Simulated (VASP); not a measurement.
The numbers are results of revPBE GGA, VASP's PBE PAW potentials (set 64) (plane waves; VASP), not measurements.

Input for VASP

**KPOINTS**
```
Automatic mesh
0
Gamma
14 14 14
0 0 0
```

**INCAR**
```
ISIF=2   ! forces and stress, cell fixed
PREC=Accurate
ENCUT=520   ! plane-wave cut-off (eV)
LREAL=.FALSE.   ! projection in real space or not
ALGO=Normal   ! blocked Davidson
EDIFF=1E-7   ! SCF stop (eV)
NELM=100   ! most electronic steps
SYSTEM=NiAl
ISMEAR=-5   ! tetrahedra, Bloechl
LASPH=.TRUE.
LWAVE=.FALSE.
NEDOS=601
GGA=RE
LORBIT=11
LMAXMIX=4   ! l cut-off of mixed one-centre charges
LCHARG=.TRUE.
```

### POSCAR
```
NiAl
2.9111890
  1.0000001011   0.0000000000   0.0000000000
  0.0000000000   1.0000001011   0.0000000000
  0.0000000000   0.0000000000   1.0000001011
Al Ni
1 1
Cartesian
  0.5000000506   0.5000000506   0.5000000506
  0.0000000000   0.0000000000   0.0000000000
```

POTCAR, in this order: Al Ni (PBE.64 set). Program: vasp_std.

The resulting files:

**OSZICAR**
```
       N       E                     dE             d eps       ncg     rms          rms(c)
DAV:   1     0.406500587778E+02    0.40650E+02   -0.57373E+03  2400   0.136E+03
DAV:   2    -0.100316397212E+02   -0.50682E+02   -0.48604E+02  2410   0.206E+02
DAV:   3    -0.112272125528E+02   -0.11956E+01   -0.11848E+01  2852   0.414E+01
DAV:   4    -0.112467500544E+02   -0.19538E-01   -0.19540E-01  2882   0.485E+00
DAV:   5    -0.112473005905E+02   -0.55054E-03   -0.55090E-03  2780   0.827E-01    0.115E+01
DAV:   6    -0.131525107881E+02   -0.19052E+01   -0.56264E+01  2676   0.127E+02    0.157E+01
DAV:   7    -0.993324132066E+01    0.32193E+01   -0.16116E+01  2644   0.766E+01    0.114E+00
DAV:   8    -0.992832602852E+01    0.49153E-02   -0.41960E-01  2980   0.817E+00    0.106E+00
DAV:   9    -0.991516095395E+01    0.13165E-01   -0.60467E-02  2800   0.403E+00    0.187E-01
DAV:  10    -0.991483056134E+01    0.33039E-03   -0.19285E-03  2898   0.705E-01    0.677E-02
DAV:  11    -0.991482573325E+01    0.48281E-05   -0.51063E-05  2870   0.738E-02    0.263E-02
DAV:  12    -0.991482332343E+01    0.24098E-05   -0.25534E-06  3224   0.275E-02    0.348E-03
DAV:  13    -0.991482265374E+01    0.66969E-06   -0.24493E-07  1514   0.688E-03    0.171E-03
DAV:  14    -0.991482268006E+01   -0.26315E-07   -0.61404E-08  1294   0.236E-03
   1 F= -.99148227E+01 E0= -.99148227E+01  d E =0.000000E+00
```

OUTCAR:
```
------------------------ aborting loop because EDIFF is reached ----------------------------------------
  FORCE on cell =-STRESS in cart. coord.  units (eV):
  Direction    XX          YY          ZZ          XY          YZ          ZX
  --------------------------------------------------------------------------------------
  Total       -0.0373814     -0.0373814     -0.0373814      0.0000000     -0.0000000      0.0000000
  in kB       -2.4274770     -2.4274770     -2.4274770      0.0000000     -0.0000000      0.0000000
  external PRESSURE =      -2.4274770 kB  Pullay stress =       0.0000000 kB
  volume of cell :       24.67
      direct lattice vectors                 reciprocal lattice vectors
     2.911189294  0.000000000  0.000000000     0.343502225  0.000000000  0.000000000
     0.000000000  2.911189294  0.000000000     0.000000000  0.343502225  0.000000000
     0.000000000  0.000000000  2.911189294     0.000000000  0.000000000  0.343502225
 POSITION                                       TOTAL-FORCE (eV/Angst)
 -----------------------------------------------------------------------------------
      1.45559      1.45559      1.45559         0.000000      0.000000      0.000000
      0.00000      0.00000      0.00000         0.000000      0.000000      0.000000
 -----------------------------------------------------------------------------------
    total drift:                                0.000000      0.000000      0.000000
  FREE ENERGIE OF THE ION-ELECTRON SYSTEM (eV)
  ---------------------------------------------------
  free  energy   TOTEN  =        -9.9148226801 eV

  energy  without entropy=       -9.9148226801  energy(sigma->0) =       -9.91482268

 total charge

# of ion       s       p       d       tot
------------------------------------------
    1        0.383   0.401   0.000   0.784
    2        0.461   0.489   8.455   9.405
--------------------------------------------------
tot          0.844   0.890   8.455  10.189
```
(Selected blocks of OUTCAR.)

File OUTCAR:
```
 val. band max:        9.7540724690   @ k =   0.5000   0.5000   0.2857

 cond. band min:       9.7540724690   @ k =   0.5000   0.5000   0.2857


 Fermi energy:         9.7178512953

 k-point     1 :       0.0000    0.0000    0.0000
  band No.  band energies     occupation
      1      -1.2012      2.00000
      2       6.6309      2.00000
      3       6.6309      2.00000
      4       8.2352      2.00000
      5       8.2352      2.00000
      6       8.2352      2.00000
      7      15.0976      0.00000
      8      15.0976      0.00000
      9      15.0976      0.00000
     10      17.6922      0.00000

 k-point     2 :       0.0714    0.0000    0.0000
  band No.  band energies     occupation
      1      -1.1092      2.00000
      2       6.6231      2.00000
      3       6.6521      2.00000
      4       8.1961      2.00000
      5       8.1961      2.00000
      6       8.2393      2.00000
      7      14.1340      0.00000
      8      15.2190      0.00000
      9      15.2190      0.00000
     10      17.7000      0.00000

 k-point     3 :       0.1429    0.0000    0.0000
  band No.  band energies     occupation
      1      -0.8346      2.00000
      2       6.5755      2.00000
      3       6.7122      2.00000
      4       8.0904      2.00000
      5       8.0904      2.00000
      6       8.2508      2.00000
      7      12.5595      0.00000
      8      15.5721      0.00000
      9      15.5721      0.00000
     10      17.7229      0.00000

 k-point     4 :       0.2143    0.0000    0.0000
  band No.  band energies     occupation
      1      -0.3813      2.00000
      2       6.4050      2.00000
      3       6.8008      2.00000
      4       7.9470      2.00000
      5       7.9470      2.00000
      6       8.2675      2.00000
      7      11.1024      0.00000
      8      16.1300      0.00000
      9      16.1300      0.00000
     10      17.7593      0.00000

 k-point     5 :       0.2857    0.0000    0.0000
...
```

For a metal the tetrahedron method with Blöchl corrections gives inexact stress and forces.

The compound is NiAl in the CsCl type structure. It was relaxed first. The run is not spin-polarised, so no magnetic state was tried. The electron count is odd and the run is not spin-polarised, which forces a metal.
